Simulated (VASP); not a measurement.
# Na16N (a cell with a defect) in VASP: a series of runs

The runs below take Na16N (a cell with a defect) through single point, with PBEsol.

Everything below comes from runs of VASP 6.6.1. Logs are shortened: lines on timing, memory, paths and dates and some standing lists are left out, and cuts for length are marked.

### 1 The crystal as given

The cell holds a defect, 17 atoms: a = 8.460 Å, b = 8.460 Å, c = 8.460 Å, α = 90.00°, β = 90.00°, γ = 90.00°.

The cell was built by a generator and needn't be a form met in nature.

### 2 Single point, PBEsol

INCAR

```
SYSTEM = Na16N
ALGO = Fast
EDIFF = 1E-6
ENCUT = 520
GGA = PS
ISIF = 2
ISMEAR = -1
LASPH = .True.
LCHARG = .False.
LREAL = Auto
LWAVE = .False.
NBANDS = 72
NELM = 100
PREC = Accurate
SIGMA = 0.15
```

KPOINTS

```
k-points
0
Gamma
  2 2 2
  0 0 0
```

POSCAR

```
Na16N
1.0
    8.4600000000      0.0000000000      0.0000000000
    0.0000000000      8.4600000000      0.0000000000
    0.0000000000      0.0000000000      8.4600000000
Na N
16 1
Direct
    0.0109439522     -0.0249613385     -0.0001180168
    0.5032930247     -0.0044560989     -0.0001101041
    0.0109880696      0.5251552463     -0.0001176335
    0.0021681600     -0.0094906768      0.4999029735
    0.2055511698      0.2500995559      0.1997524385
    0.5032464560      0.5046729185     -0.0001098927
    0.5097667246      0.0356030377      0.4998753486
    0.8106393749      0.2501225135      0.1950807440
    0.0022097959      0.5097162277      0.4999024129
    0.2792926341      0.7501207338      0.2717005691
    0.2055419111      0.2501001481      0.8000384601
    0.5097161359      0.4646154465      0.4998742294
    0.7349158938      0.7500790345      0.2658023177
    0.8106538725      0.2501228541      0.8047220228
    0.2793047205      0.7501196054      0.7280703622
    0.7349064866      0.7500781436      0.7339783580
    0.0110986178      0.2501049485     -0.0001100896
```

Potentials or basis: VASP PAW PBE potentials, release 64 (Na_pv, N).

Run with:

```bash
> cat potpaw_PBE.64/Na_pv/POTCAR potpaw_PBE.64/N/POTCAR > POTCAR
> mpirun -np 1 vasp_std > vasp.out
```

OUTCAR:

```text
SYSTEM = Na16N
   EDIFF = 1E-6
   ENCUT = 520
   GGA = PS
   ISIF = 2
   ISMEAR = -1
   LASPH = .True.
   LREAL = Auto
   NELM = 100
   PREC = Accurate

 ion  position               nearest neighbor table
   1  0.011  0.975  1.000-
   2  0.503  0.996  1.000-
   3  0.011  0.525  1.000-
   4  0.002  0.991  0.500-
   5  0.206  0.250  0.200-
   6  0.503  0.505  1.000-
[... 9 lines left out ...]
  16  0.735  0.750  0.734-
  17  0.011  0.250  1.000-

  LATTYP: Found a simple cubic cell.
 ALAT       =     8.4600000000

  Lattice vectors:

 A1 = (   8.4600000000,   0.0000000000,   0.0000000000)
 A2 = (   0.0000000000,   8.4600000000,   0.0000000000)
 A3 = (   0.0000000000,   0.0000000000,   8.4600000000)

Analysis of symmetry for initial positions (statically):
=====================================================================
 Subroutine PRICEL returns:
 Original cell was already a primitive cell.

 Routine SETGRP: Setting up the symmetry group for a
 simple cubic supercell.

 Subroutine GETGRP returns: Found  1 space group operations
 (whereof  1 operations were pure point group operations)
 out of a pool of 48 trial point group operations.

The static configuration has the point symmetry C_1 .

Analysis of symmetry for dynamics (positions and initial velocities):
=====================================================================
 Subroutine PRICEL returns:
 Original cell was already a primitive cell.

 Routine SETGRP: Setting up the symmetry group for a
 simple cubic supercell.

 Subroutine GETGRP returns: Found  1 space group operations
 (whereof  1 operations were pure point group operations)
 out of a pool of 48 trial point group operations.

The dynamic configuration has the point symmetry C_1 .

 Subroutine INISYM returns: Found  1 space group operations
 (whereof  1 operations are pure point group operations),
 and found     1 'primitive' translations

----------------------------------------------------------------------------------------

                                     Primitive cell

  volume of cell :     605.4957

  direct lattice vectors                    reciprocal lattice vectors
     8.460000000  0.000000000  0.000000000     0.118203310  0.000000000  0.000000000
     0.000000000  8.460000000  0.000000000     0.000000000  0.118203310  0.000000000
     0.000000000  0.000000000  8.460000000     0.000000000  0.000000000  0.118203310

  length of vectors
     8.460000000  8.460000000  8.460000000     0.118203310  0.118203310  0.118203310

  position of ions in fractional coordinates (direct lattice)
     0.010943952  0.975038662  0.999881983
     0.503293025  0.995543901  0.999889896
     0.010988070  0.525155246  0.999882367
     0.002168160  0.990509323  0.499902973
     0.205551170  0.250099556  0.199752438
     0.503246456  0.504672918  0.999890107
[... 9 lines left out ...]
     0.734906487  0.750078144  0.733978358
     0.011098618  0.250104949  0.999889910

  ion indices of the primitive-cell ions
   primitive index   ion index
                 1           1
                 2           2
                 3           3
                 4           4
                 5           5
                 6           6
[... 9 lines left out ...]
                16          16
                17          17

----------------------------------------------------------------------------------------

 KPOINTS: k-points

Automatic generation of k-mesh.
 Grid dimensions read from file:
 generate k-points for:    2    2    2

 Generating k-lattice:

  Cartesian coordinates                     Fractional coordinates (reciprocal lattice)
     0.059101655  0.000000000  0.000000000     0.500000000  0.000000000  0.000000000
     0.000000000  0.059101655  0.000000000     0.000000000  0.500000000  0.000000000
     0.000000000  0.000000000  0.059101655     0.000000000  0.000000000  0.500000000

  Length of vectors
     0.059101655  0.059101655  0.059101655

  Shift w.r.t. Gamma in fractional coordinates (k-lattice)
     0.000000000  0.000000000  0.000000000

 Subroutine IBZKPT returns following result:
 ===========================================

 Found      8 irreducible k-points:

 Following reciprocal coordinates:
            Coordinates               Weight
  0.000000  0.000000  0.000000      1.000000
  0.500000  0.000000  0.000000      1.000000
  0.000000  0.500000  0.000000      1.000000
  0.000000  0.000000  0.500000      1.000000
  0.500000  0.500000  0.000000      1.000000
  0.000000  0.500000  0.500000      1.000000
  0.500000  0.000000  0.500000      1.000000
  0.500000  0.500000  0.500000      1.000000
   k-points           NKPTS =      8   k-points in BZ     NKDIM =      8   number of bands    NBANDS=     72
   number of dos      NEDOS =    301   number of ions     NIONS =     17
   total plane-waves  NPLWV = 262144
   dimension x,y,z NGX =    64 NGY =   64 NGZ =   64
   dimension x,y,z NGXF=   128 NGYF=  128 NGZF=  128
   ions per type =              16   1
   NGX,Y,Z   is equivalent  to a cutoff of  12.58, 12.58, 12.58 a.u.
   NGXF,Y,Z  is equivalent  to a cutoff of  25.15, 25.15, 25.15 a.u.
 SYSTEM =  Na16N
   PREC   = accura    normal or accurate (medium, high low for compatibility)
   ISTART =      0    job   : 0-new  1-cont  2-samecut
   ICHARG =      2    charge: 1-file 2-atom 10-const
   ISPIN  =      1    spin polarized calculation?
   LNONCOLLINEAR =      F non collinear calculations
   LSORBIT =      F    spin-orbit coupling
   LASPH  =      T    aspherical Exc in radial PAW
   ENCUT  =  520.0 eV  38.22 Ry    6.18 a.u.  15.73 15.73 15.73*2*pi/ulx,y,z
   NELM   =    100;   NELMIN=  2; NELMDL= -5     # of ELM steps
   EDIFF  = 0.1E-05   stopping-criterion for ELM
   LREAL  =      T    real-space projection
   EDIFFG = 0.1E-04   stopping-criterion for IOM
   NSW    =      0    number of steps for IOM
   IBRION =     -1    ionic relax: 0-MD 1-quasi-New 2-CG
   NFREE  =      0    steps in history (QN), initial steepest desc. (CG)
   ISIF   =      2    stress and relaxation
   ISYM   =      2    0-nonsym 1-usesym 2-fastsym
   POTIM  = 0.5000    time-step for ionic-motion
   TEBEG  =    0.0;   TEEND  =   0.0 temperature during run
   PSTRESS=    0.0 pullay stress
   NELECT =     117.0000    total number of electrons
   NUPDOWN=      -1.0000    fix difference up-down
   EMIN   =  10.00;   EMAX   =-10.00  energy-range for DOS
   EFERMI =   0.00;   METHOD = LEGACY
   ISMEAR =    -1;   SIGMA  =   0.15  broadening in eV -4-tet -1-fermi 0-gaus
   EFERMI_NEDOS =   21; number of points for ismear=-14 and -15
   IALGO  =     68    algorithm
   IMIX   =      4    mixing-type and parameters
     AMIX     =   0.40;   BMIX     =  1.00
     AMIX_MAG =   1.60;   BMIX_MAG =  1.00
  volume/ion in A,a.u.               =      35.62       240.36
  Fermi-wavevector in a.u.,A,eV,Ry     =   0.946455  1.788540 12.187775  0.895776
  Thomas-Fermi vector in A             =   2.074454
   LORBIT       =      0    0 simple, 1 ext, 2 COOP (PROOUT), +10 PAW based schemes
   GGA     = PS    functional components
   LHFCALC =     F    Hartree Fock is set to
   AEXX    =    0.0000 exact exchange contribution
   IVDW    =     0    specifies the selected vdW correction
   LEPSILON=     F    determine dielectric tensor
   LRPA    =     F    only Hartree local field effects (RPA)
 non-spin polarized calculation
 RMM-DIIS sequential band-by-band and
  energy-cutoff  :      520.00
  volume of cell :      605.50
 maximum number of plane-waves:     16384
 NGX is ok and might be reduce to    64
   NGX = 31   NGY = 31   NGZ = 31

 number of electron     117.0000009 magnetization

 Free energy of the ion-electron system (eV)
  ---------------------------------------------------
  ext. energy  EPLUGINS =         0.00000000
  ---------------------------------------------------
  free energy    TOTEN  =       -29.89038594 eV

  energy without entropy =      -29.14386238  energy(sigma->0) =      -29.51712416

 E-fermi :   0.1647     XC(G=0):  -6.4938

 val. band max:        0.1607060976   @ k =   0.0000   0.5000   0.5000
 cond. band min:       0.2013875889   @ k =   0.5000   0.5000   0.0000
 fundamental gap:      0.0406814913
 Fermi energy:         0.1647380895

 k-point     1 :       0.0000    0.0000    0.0000
  band No.  band energies     occupation
      1     -24.6978      2.00000
      2     -24.6971      2.00000
      3     -24.6923      2.00000
      4     -24.6904      2.00000
      5     -24.6897      2.00000
      6     -24.6866      2.00000
[... 62 lines left out ...]
     69       1.9845      0.00001
     70       2.2162      0.00000

 k-point     2 :       0.5000    0.0000    0.0000
  band No.  band energies     occupation
      1     -24.6978      2.00000
      2     -24.6971      2.00000
      3     -24.6923      2.00000
      4     -24.6903      2.00000
      5     -24.6897      2.00000
      6     -24.6866      2.00000
[... 62 lines left out ...]
     69       2.0812      0.00001
     70       2.5370      0.00000

 k-point     3 :       0.0000    0.5000    0.0000
  band No.  band energies     occupation
      1     -24.6976      2.00000
      2     -24.6973      2.00000
      3     -24.6908      2.00000
      4     -24.6901      2.00000
      5     -24.6899      2.00000
      6     -24.6881      2.00000
[... 354 lines left out ...]
     69       2.5568      0.00000
     70       2.6690      0.00000

 k-point     8 :       0.5000    0.5000    0.5000
  band No.  band energies     occupation
      1     -24.6976      2.00000
      2     -24.6973      2.00000
      3     -24.6907      2.00000
      4     -24.6901      2.00000
      5     -24.6899      2.00000
      6     -24.6881      2.00000
[... 62 lines left out ...]
     69       2.5617      0.00000
     70       2.5679      0.00000
 [bands above 70 left out]

------------------------ aborting loop because EDIFF is reached ----------------------------------------

  FORCE on cell =-STRESS in cart. coord.  units (eV):
  Direction    XX          YY          ZZ          XY          YZ          ZX
  --------------------------------------------------------------------------------------
  -------------------------------------------------------------------------------------
  Total       -1.2492033     -0.3260375     -1.3399142      0.0000406     -0.0000235      0.0001750
  in kB       -3.3054654     -0.8627143     -3.5454918      0.0001073     -0.0000622      0.0004632
  external PRESSURE =      -2.5712238 kB  Pullay stress =       0.0000000 kB

 VOLUME and BASIS-vectors are now :
 -----------------------------------------------------------------------------
  energy-cutoff  :      520.00
  volume of cell :      605.50
      direct lattice vectors                 reciprocal lattice vectors
     8.460000000  0.000000000  0.000000000     0.118203310  0.000000000  0.000000000
     0.000000000  8.460000000  0.000000000     0.000000000  0.118203310  0.000000000
     0.000000000  0.000000000  8.460000000     0.000000000  0.000000000  0.118203310

 POSITION                                       TOTAL-FORCE (eV/Angst)
 -----------------------------------------------------------------------------------
      0.09259      8.24883      8.45900        -0.004261     -0.012367      0.000074
      4.25786      8.42230      8.45907         0.010702     -0.003066      0.000037
      0.09296      4.44281      8.45900        -0.004363      0.012855      0.000048
      0.01834      8.37971      4.22918         0.010902      0.004720     -0.000067
      1.73896      2.11584      1.68991         0.012629     -0.000114      0.013657
      4.25747      4.26953      8.45907         0.010884      0.002951      0.000077
[... 9 lines left out ...]
      6.21731      6.34566      6.20946        -0.000521      0.000063     -0.003334
      0.09389      2.11589      8.45907        -0.030507     -0.000286      0.000436
 -----------------------------------------------------------------------------------
    total drift:                                0.001173     -0.000103     -0.000245

  FREE ENERGIE OF THE ION-ELECTRON SYSTEM (eV)
  ---------------------------------------------------
  free  energy   TOTEN  =       -29.8903859423 eV

  energy  without entropy=      -29.1438623811  energy(sigma->0) =      -29.51712416
```

Wall time 5 min (1 thread of Intel Xeon 6975P-C (Granite Rapids), shared host); peak memory 0.62 GiB.

What came out:

| Quantity | Value |
| --- | --- |
| Free energy | -29.8904 eV |
| Pressure | -0.3 GPa |
| Largest force | 0.031 eV/Å |
| Band gap on the k mesh | none (metal or under the smearing width) |

Forces in eV/Å, atoms in the order of the input:
```
Na  -0.004 -0.012  0.000
Na   0.011 -0.003  0.000
Na  -0.004  0.013  0.000
Na   0.011  0.005  0.000
Na   0.013  0.000  0.014
Na   0.011  0.003  0.000
Na   0.000  0.005  0.000
Na  -0.008  0.000  0.024
Na   0.011 -0.005  0.000
Na  -0.007  0.000  0.005
Na   0.013  0.000 -0.014
Na   0.000 -0.005  0.000
Na   0.000  0.000  0.003
Na  -0.008  0.000 -0.025
Na  -0.007  0.000 -0.005
Na  -0.001  0.000 -0.003
N   -0.031  0.000  0.000
```

Stress tensor (GPa, compression positive):
```
-0.33  0.00  0.00
 0.00 -0.09  0.00
 0.00  0.00 -0.35
```

Levels at points of the mesh, in eV from the Fermi level:
| k point | band 55 | band 56 | band 57 | band 58 | band 59 | band 60 | band 61 | band 62 | band 63 | band 64 |
| --- | --- | --- | --- | --- | --- | --- | --- | --- | --- | --- |
| (0.00, 0.00, 0.00) | -0.85 | -0.44 | -0.44 | -0.44 | -0.40 | 0.88 | 0.94 | 0.94 | 1.09 | 1.10 |
| (0.50, 0.00, 0.00) | -0.41 | -0.40 | -0.38 | -0.36 | -0.04 | 0.20 | 0.21 | 0.24 | 1.42 | 1.43 |
| (0.00, 0.50, 0.00) | -0.54 | -0.47 | -0.46 | -0.39 | -0.08 | 0.24 | 0.25 | 0.47 | 1.34 | 1.34 |
| (0.00, 0.00, 0.50) | -0.41 | -0.39 | -0.38 | -0.38 | -0.03 | 0.19 | 0.20 | 0.23 | 1.41 | 1.44 |
| (0.50, 0.50, 0.00) | -0.97 | -0.91 | -0.01 | 0.04 | 0.06 | 0.20 | 0.30 | 0.48 | 0.88 | 1.15 |
| (0.00, 0.50, 0.50) | -0.97 | -0.91 | 0.00 | 0.04 | 0.05 | 0.21 | 0.29 | 0.49 | 0.88 | 1.14 |
| (0.50, 0.00, 0.50) | -0.99 | -0.99 | 0.08 | 0.09 | 0.12 | 0.16 | 0.36 | 0.38 | 1.01 | 1.05 |
| (0.50, 0.50, 0.50) | -1.53 | -1.31 | -0.50 | -0.46 | -0.45 | -0.42 | 2.22 | 2.30 | 2.31 | 2.31 |

Caveat: the k mesh is coarse (spacing up to 0.37 Å⁻¹), so the values aren't converged; the PAW data sets were made with another functional, which shifts forces and pressure a little.

### 3 Single point, PBEsol

INCAR

```
SYSTEM = Na16N
PREC = Accurate
ENCUT = 520
EDIFF = 1E-7
ISMEAR = -1
SIGMA = 0.15
LREAL = Auto
LASPH = .TRUE.
NELM = 100
ALGO = Fast
ISIF = 2
LWAVE = .FALSE.
LCHARG = .FALSE.
GGA = PS
NBANDS = 72
```

KPOINTS

```
Automatic mesh
0
G
  2 2 2
  0 0 0
```

POSCAR

```
Na16N
1.0
    8.4600000000      0.0000000000      0.0000000000
    0.0000000000      8.4600000000      0.0000000000
    0.0000000000      0.0000000000      8.4600000000
Na N
16 1
Direct
    0.0021040189     -0.0241725768     -0.0238888889
    0.4844680851     -0.0988770686      0.1190070922
    0.0903191489      0.5047990544     -0.1058865248
   -0.0560401891     -0.0788061466      0.5356855792
    0.2469503546      0.2650118203      0.1428368794
    0.6540898345      0.5399645390      0.0381442080
    0.5470330969     -0.0016784870      0.5301654846
    0.8883687943      0.2594562648      0.2253782506
   -0.0156855792      0.4389598109      0.5336761229
    0.3121749409      0.7736997636      0.3611583924
    0.2001773050      0.2141725768      0.6659219858
    0.5989007092      0.4488179669      0.4391016548
    0.7592434988      0.8469148936      0.2437588652
    0.7906973995      0.2405082742      0.7859338061
    0.3514657210      0.7004964539      0.7924586288
    0.7053664303      0.7260283688      0.7865484634
    0.0001773050      0.2781914894     -0.0110165485
```

Potentials or basis: VASP PAW PBE potentials, release 64 (Na_pv, N).

Run with:

```bash
> cat potpaw_PBE.64/Na_pv/POTCAR potpaw_PBE.64/N/POTCAR > POTCAR
> mpirun -np 1 vasp_std > vasp.out
```

Wall time 4.6 min (1 thread of Intel Xeon 6975P-C (Granite Rapids), shared host); peak memory 0.64 GiB.

Results (log left out):

| Item | Value |
| --- | --- |
| Free energy | -26.9445 eV |
| Pressure | 0.7 GPa |
| Largest force | 1.091 eV/Å |
| Band gap on the k mesh | none (metal or under the smearing width) |

Forces in eV/Å, atoms in the order of the input:
```
Na   0.221  0.404 -0.065
Na  -0.393  0.540 -0.862
Na  -0.378  0.208  0.400
Na   0.317 -0.003  0.164
Na  -0.090  0.000 -0.117
Na  -0.041 -0.645  0.443
Na  -0.006  0.273  0.142
Na  -0.276 -0.141  0.001
Na  -0.070  0.643 -0.280
Na  -0.552 -0.479  0.307
Na   0.343 -0.336  0.424
Na  -0.285  0.119  0.157
Na   0.614 -0.375  0.232
Na   0.090 -0.054  0.490
Na  -0.091  0.207 -0.285
Na   0.424  0.351 -0.580
N    0.172 -0.713 -0.571
```

Stress tensor (GPa, compression positive):
```
 1.04  0.21 -0.13
 0.21  0.16 -0.30
-0.13 -0.30  0.77
```

Levels at points of the mesh, in eV from the Fermi level:
```csv
k point,band 54,band 55,band 56,band 57,band 58,band 59,band 60,band 61,band 62,band 63
"(0.00, 0.00, 0.00)",-1.18,-0.70,-0.56,-0.44,-0.41,-0.26,0.83,0.91,0.97,1.00
"(0.50, 0.00, 0.00)",-1.14,-0.73,-0.55,-0.43,-0.28,0.12,0.14,0.33,0.50,1.30
"(0.00, 0.50, 0.00)",-1.15,-0.68,-0.52,-0.49,-0.28,-0.03,0.21,0.36,0.57,1.34
"(0.00, 0.00, 0.50)",-1.26,-0.47,-0.46,-0.24,-0.22,-0.09,0.10,0.22,0.30,1.36
"(0.50, 0.50, 0.00)",-1.31,-0.83,-0.77,-0.22,-0.19,0.19,0.29,0.39,0.71,0.99
"(0.00, 0.50, 0.50)",-1.19,-0.96,-0.81,-0.07,-0.02,0.02,0.15,0.33,0.46,1.06
"(0.50, 0.00, 0.50)",-1.24,-0.97,-0.87,-0.11,0.03,0.16,0.21,0.33,0.60,1.02
"(0.50, 0.50, 0.50)",-1.52,-1.38,-1.28,-0.49,-0.39,-0.32,-0.17,1.89,2.05,2.14
```

Caveat: the k mesh is coarse (spacing up to 0.37 Å⁻¹), so the values aren't converged; the PAW data sets were made with another functional, which shifts forces and pressure a little.

(Part 1 of 2 ends here.)
